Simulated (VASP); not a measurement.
Consider the following.

```xyz
6
Lattice="4.4450 0.0000 0.0000 0.0000 4.4450 0.0000 0.0000 0.0000 2.9239" Properties=species:S:1:pos:R:3 pbc="T T T"
Cr     0.0000     0.0000     0.0000
Cr     2.2225     2.2225     1.4620
O      1.3496     1.3496     0.0000
O      3.5721     0.8729     1.4620
O      0.8729     3.5721     1.4620
O      3.0954     3.0954     0.0000
```
Starting moments (μB, in the order of the record's atoms Cr Cr O O O O): 2.1 2.1 -0.1 -0.1 -0.1 -0.1.

Method: PBE GGA, VASP's PBE PAW potentials (set 64) (plane waves; VASP). Run with 620 eV cut-off, 7×7×10 Γ-centred mesh, first-order Methfessel-Paxton smearing of 0.10 eV, potentials Cr_pv O.

Q: What does the run give for the cell moment, energy per atom (σ→0), band gap (on the k-mesh) with the smallest direct gap where there is one?

A: 
```
Item                                                         Value
------------------------  ----------------------------------------
band gap (on the k-mesh)  none (metal, semimetal or under 0.01 eV)
cell moment                                                4.00 μB
energy per atom (σ→0)                               -8.394 eV/atom
```

Q: Give the moment on each site (PAW-sphere projection).

A: 
```
site  moment (μB)
----  -----------
Cr1          2.11
Cr2          2.11
O3          -0.08
O4          -0.08
O5          -0.08
O6          -0.08
```

The absolute energy has meaning only against runs of the same code, potentials and settings.

The compound is CrO2 in the rutile structure. It was relaxed first.
